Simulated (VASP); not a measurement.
Calculation: PBEsol GGA, VASP's PBE PAW potentials (set 64) (plane waves; VASP 6.6.1).

Input for VASP

KPOINTS:
```
Automatic mesh
0
Gamma
10 10 5
0 0 0
```

POSCAR:
```
Te
1
    1.7479798479    -3.0275216523    -0.0000416226
    1.7479798479     3.0275216523     0.0000416226
    0.0000000000     0.0000899905     6.5635208989
Te
3
Direct
  0.9999999868   0.3337627516   0.6666667737
  0.6662372616   0.6662372616   0.0000000000
  0.3337627516   0.9999999868   0.3333332263
```

### INCAR
```
# general
SYSTEM =Te
PREC   =Accurate
ENCUT  =500
LREAL  =F   # projection in real space or not
LASPH  =T

# electronic loop
EDIFF  =1E-6   # SCF stop (eV)
NELM   =100   # most electronic steps
ALGO   =Normal   # blocked Davidson
LMAXMIX=4

# smearing
ISMEAR =1   # Methfessel-Paxton
SIGMA  =0.1   # width (eV)

# functional
GGA    =PS

# ions
IBRION =2
NSW    =40   # most ionic steps
ISIF   =3   # ions, shape and volume
EDIFFG =-0.02
PSTRESS=300   # kbar

# output
LWAVE  =F
LCHARG =F
```

POTCAR, in this order: Te (PBE.64 set). Program: vasp_std.

The run wrote:

stdout:
```
...
|           W    W  A    A  R    R  N N  N  II  N N  N  G       !!!           |
|           W WW W  AAAAAA  RRRRR   N  N N  II  N  N N  G  GGG   !            |
|           WW  WW  A    A  R   R   N   NN  II  N   NN  G    G                |
|           W    W  A    A  R    R  N    N  II  N    N   GGGG   !!!           |
|                                                                             |
|     Inconsistent Bravais lattice types found for crystalline and            |
|     reciprocal lattice:                                                     |
|                                                                             |
|        Crystalline: base-centered monoclinic                                |
|        Reciprocal : simple monoclinic                                       |
|                    (instead of base-centered monoclinic)                    |
|                                                                             |
|     In most cases this is due to inaccuracies in the specification of       |
|     the crytalline lattice vectors.                                         |
|                                                                             |
|     Suggested SOLUTIONS:                                                    |
|      ) Refine the lattice parameters of your structure,                     |
|      ) and/or try changing SYMPREC.                                         |
|                                                                             |
 -----------------------------------------------------------------------------

 LDA part: xc-table for (Slater+PW92), standard interpolation

 -----------------------------------------------------------------------------
|                                                                             |
|     EEEEEEE  RRRRRR   RRRRRR   OOOOOOO  RRRRRR      ###     ###     ###     |
|     E        R     R  R     R  O     O  R     R     ###     ###     ###     |
|     E        R     R  R     R  O     O  R     R     ###     ###     ###     |
|     EEEEE    RRRRRR   RRRRRR   O     O  RRRRRR       #       #       #      |
|     E        R   R    R   R    O     O  R   R                               |
|     E        R    R   R    R   O     O  R    R      ###     ###     ###     |
|     EEEEEEE  R     R  R     R  OOOOOOO  R     R     ###     ###     ###     |
|                                                                             |
|     IBZKPT: not all point group operations associated with the symmetry     |
|     operators of the crystalline lattice are members of the point group     |
|     of the reciprocal lattice.                                              |
|                                                                             |
|       ---->  I REFUSE TO CONTINUE WITH THIS SICK JOB ... BYE!!! <----       |
|                                                                             |
 -----------------------------------------------------------------------------
```

VASP stops with an error: IBZKPT: not all point group operations associated with the symmetry operators of the crystalline lattice are members of the point group of the reciprocal lattice. ----> I REFUSE TO CONTINUE WITH THIS SICK JOB ... BYE!!! <----

The compound is Te in the trig structure. It was relaxed first under an external pressure of 30 GPa.
